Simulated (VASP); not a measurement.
The input files of a VASP run:

### INCAR
```
SYSTEM = ZnCdS2
PREC = Accurate; ENCUT = 400; LREAL = F
LASPH = T
EDIFF = 1E-7; NELM = 100; ALGO = Normal
LMAXMIX = 4
ISMEAR = -5
GGA = PS
ISIF = 2
LWAVE = F; LCHARG = T; LORBIT = 11
NEDOS = 601
LEFG = T
```

File KPOINTS:
```
Regular mesh
0
gamma
  7 7 4
```

POSCAR:
```
ZnCdS2
1
    3.9342993754    -0.0000000000     0.0000000000
   -1.9671496877     3.4072034980    -0.0000000000
    0.0000000000     0.0000000000     6.5214852533
Zn Cd S
1 1 2
Direct
  0.0000000000   0.0000000000   0.9988935433
  0.3333330000   0.6666670000   0.5072508017
  0.3333330000   0.6666670000   0.8922457233
  0.0000000000   0.0000000000   0.3535999317
```

POTCAR, in this order: Zn Cd S (PBE.64 set). Program: vasp_std.

### Question
Translate this PBEsol calculation to Quantum ESPRESSO's pw.x.

### Answer
One equivalent input (not run):
```
&CONTROL
  calculation = 'scf'
  pseudo_dir = './pseudo'
  outdir = './out'
  tprnfor = .true.
  tstress = .true.
/
&SYSTEM
  ibrav = 0
  nat = 4
  ntyp = 3
  ecutwfc = 102
  occupations = 'tetrahedra'
  input_dft = 'pbesol'
/
&ELECTRONS
  conv_thr = 7.3e-09
  electron_maxstep = 100
/
ATOMIC_SPECIES
  Zn 65.380 Zn.upf
  Cd 112.414 Cd.upf
  S 32.060 S.upf
CELL_PARAMETERS angstrom
     3.9342994   -0.0000000    0.0000000
    -1.9671497    3.4072035   -0.0000000
     0.0000000    0.0000000    6.5214853
ATOMIC_POSITIONS crystal
  Zn   0.0000000  0.0000000  0.9988935
  Cd   0.3333330  0.6666670  0.5072508
  S    0.3333330  0.6666670  0.8922457
  S    0.0000000  0.0000000  0.3535999
K_POINTS automatic
  7 7 4 0 0 0
```
What does not carry over: the potentials are each code's own (VASP's PAW set, PseudoDojo norm-conserving files in pw.x), so ENCUT and ecutwfc are chosen apart and not converted; conv_thr bounds pw.x's estimated SCF error, while EDIFF bounds the energy change between steps; the field gradients of LEFG aren't asked of the other code.

The structure comes from a computed database's ZnCdS2 entry (P3m1); how it stands against other phases isn't given here. It was relaxed first, which changed the volume by -5 %.
